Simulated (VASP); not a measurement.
AgCl (rock salt): the lattice constant a from VASP (plane waves, PAW) at several levels of theory. Static lattice.

```tsv
level	lattice constant a (Å)
LDA	5.357
PBE	5.609
PBEsol	5.447
RPBE	5.765
AM05	5.485
PBE-D3(BJ)	5.508
PBE-D4	5.514
optB88-vdW	5.561
rev-vdW-DF2	5.526
SCAN	5.530
r2SCAN	5.545
r2SCAN+rVV10	5.504
HSEsol	5.478
PBE0	5.595
```

The cell of the LDA run:

Space group Fm-3m (No. 225); a = b = c = 5.357 Å, α = β = γ = 90.00°

```tsv
atom	site	symmetry	x	y	z
Ag	4a	m-3m	0.0000	0.0000	0.0000
Cl	4b	m-3m	0.5000	0.5000	0.5000
```
(The calculation used a cell of 2 atoms; values per cell refer to that cell.)

Only levels that ran to the end are used. Left out are those held back, those with too coarse a band path, GW runs whose mesh misses a band edge, hybrids' fits of cells that aren't cubic and levels without matching references; a question may draw on a part of the rest.

The compound is AgCl in the rock salt structure.
